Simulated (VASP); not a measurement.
Cd:

```
Cd
1.0
     2.97887    0.00000    0.00000
    -1.48944    2.57978    0.00000
     0.00000    0.00000    5.61765
Cd
2
Direct
  0.33333 0.66667 0.25000
  0.66667 0.33333 0.75000
```

* Program: VASP 6.6.1
* Task: relaxation of cell and atoms
* Functional: LDA
* Potentials or basis: VASP PAW LDA potentials, release 64 (Cd)
* Cutoff: 600 eV
* k mesh: 18 × 18 × 8
* Occupations: methfessel-paxton, width 0.1 eV
* Spin: no spin polarisation

At the start: pressure -4.1 GPa; volume 21.59 Å³/atom.

Task: Where does the relaxation end?

Result: Over 3 steps the energy falls by 19.3 meV/atom and the volume is 20.23 Å³/atom (-6.3 %); space group P6_3/mmc (No. 194, to 0.05 Å).

The path:
```tsv
step	energy change (eV)	largest force (eV/Å)	pressure (GPa)	volume (Å³)
1	0.0000	0.0000	-4.05	43.17
2	-0.0362	0.0000	1.26	39.85
3	-0.0387	0.0000	0.02	40.46
```

Final structure:
```
CELL_PARAMETERS angstrom
2.90702 0.00000 0.00000
-1.45351 2.51755 0.00000
0.00000 0.00000 5.52796
ATOMIC_POSITIONS crystal
Cd 0.33333 0.66667 0.25000
Cd 0.66667 0.33333 0.75000
```
